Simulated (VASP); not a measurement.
Method: PBEsol GGA, VASP's PBE PAW potentials (set 64) (plane waves; VASP).

The input files of a VASP run:

### INCAR
```
! general
SYSTEM   =  Ba
PREC     =  Accurate
ENCUT    =  480
LREAL    =  .FALSE.
LASPH    =  .TRUE.

! electronic loop
EDIFF    =  1E-7
NELM     =  100   ! most electronic steps
ALGO     =  Normal
LMAXMIX  =  4

! smearing
ISMEAR   =  1   ! Methfessel-Paxton
SIGMA    =  0.1   ! width (eV)

! functional
GGA      =  PS   ! PBEsol

! ions
ISIF     =  2

! output
LWAVE    =  .FALSE.
LCHARG   =  .FALSE.
```

**KPOINTS**
```
Automatic mesh
0
Gamma
10 10 10
0 0 0
```

### POSCAR
```
Ba
1
   -2.5453831581     2.5453831581     2.5453831581
    2.5453831581    -2.5453831581     2.5453831581
    2.5453831581     2.5453831581    -2.5453831581
Ba
1
Direct
  0.0000000000   0.0000000000   0.0000000000
```

POTCAR, in this order: Ba_sv (PBE.64 set). Program: vasp_std.

The resulting files:

### OSZICAR
```
       N       E                     dE             d eps       ncg     rms          rms(c)
DAV:   1     0.536054874200E+02    0.53605E+02   -0.41059E+03   846   0.858E+02
DAV:   2     0.280685315987E+00   -0.53325E+02   -0.52493E+02  1000   0.145E+02
DAV:   3    -0.207569139727E+01   -0.23564E+01   -0.23498E+01  1090   0.345E+01
DAV:   4    -0.212393040278E+01   -0.48239E-01   -0.48199E-01  1365   0.458E+00
DAV:   5    -0.212450969483E+01   -0.57929E-03   -0.57922E-03  1208   0.252E-01    0.149E+00
DAV:   6    -0.212442023479E+01    0.89460E-04   -0.23229E-03  1236   0.579E-01    0.887E-01
DAV:   7    -0.212449150652E+01   -0.71272E-04   -0.49711E-03   995   0.853E-01    0.385E-02
DAV:   8    -0.212457399238E+01   -0.82486E-04   -0.25439E-04  1337   0.103E-01    0.160E-02
DAV:   9    -0.212457818020E+01   -0.41878E-05   -0.45385E-06  1287   0.222E-02    0.765E-03
DAV:  10    -0.212457901568E+01   -0.83548E-06   -0.24135E-06  1089   0.126E-02    0.807E-04
DAV:  11    -0.212457890356E+01    0.11212E-06   -0.14333E-07   869   0.261E-03    0.482E-04
DAV:  12    -0.212457878280E+01    0.12075E-06   -0.19835E-08   594   0.122E-03    0.512E-05
DAV:  13    -0.212457879598E+01   -0.13174E-07   -0.26149E-09   530   0.341E-04
   1 F= -.21245788E+01 E0= -.21246906E+01  d E =0.335558E-03
```

File OUTCAR:
```
------------------------ aborting loop because EDIFF is reached ----------------------------------------
  FORCE on cell =-STRESS in cart. coord.  units (eV):
  Direction    XX          YY          ZZ          XY          YZ          ZX
  --------------------------------------------------------------------------------------
  Total       -0.3796802     -0.3796802     -0.3796802     -0.0000000     -0.0000000      0.0000000
  in kB       -9.2216594     -9.2216594     -9.2216594     -0.0000000     -0.0000000      0.0000000
  external PRESSURE =      -9.2216594 kB  Pullay stress =       0.0000000 kB
  volume of cell :       65.97
      direct lattice vectors                 reciprocal lattice vectors
    -2.545383158  2.545383158  2.545383158     0.000000000  0.196434080  0.196434080
     2.545383158 -2.545383158  2.545383158     0.196434080  0.000000000  0.196434080
     2.545383158  2.545383158 -2.545383158     0.196434080  0.196434080  0.000000000
 POSITION                                       TOTAL-FORCE (eV/Angst)
 -----------------------------------------------------------------------------------
      0.00000      0.00000      0.00000         0.000000     -0.000000      0.000000
 -----------------------------------------------------------------------------------
    total drift:                                0.000000      0.000000     -0.000000
  FREE ENERGIE OF THE ION-ELECTRON SYSTEM (eV)
  ---------------------------------------------------
  free  energy   TOTEN  =        -2.1245787960 eV

  energy  without entropy=       -2.1249143541  energy(sigma->0) =       -2.12469065
```
(Selected blocks of OUTCAR.)

The compound is Ba in the bcc structure. This cell was strained or had an atom moved on purpose.
